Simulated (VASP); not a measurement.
Here is the system:

```xyz
3
Lattice="-1.8105 1.8105 4.5465 1.8105 -1.8105 4.5465 1.8105 1.8105 -4.5465" Properties=species:S:1:pos:R:3 pbc="T T T"
Yb     0.0000     0.0000     9.0930
Ag     1.8105     1.8105     1.5651
Ag     1.8105     1.8105    -1.5651
```

All values below come from PBEsol GGA, VASP's PBE PAW potentials (set 64) (plane waves; VASP). Settings: 400 eV cut-off, 13×13×13 Γ-centred mesh, tetrahedra with Blöchl corrections, potentials Yb_2 Ag.

The 4f electrons are frozen in the core of the lanthanide potential, so 4f levels, which can set the real gap, and their magnetism are missing.

**Question.** What does the run give for the energy per atom (σ→0), band gap (on the k-mesh) with the smallest direct gap where there is one?

**Answer.** 
```yaml
band gap (on the k-mesh): none (metal, semimetal or under 0.01 eV)
energy per atom (σ→0): -3.153 eV/atom
```

Total energies compare only between runs with the same potentials, cut-off and functional.

The structure comes from a computed database's YbAg2 entry (I4/mmm); how it stands against other phases isn't given here. It was relaxed first, which changed the volume by -9 %.
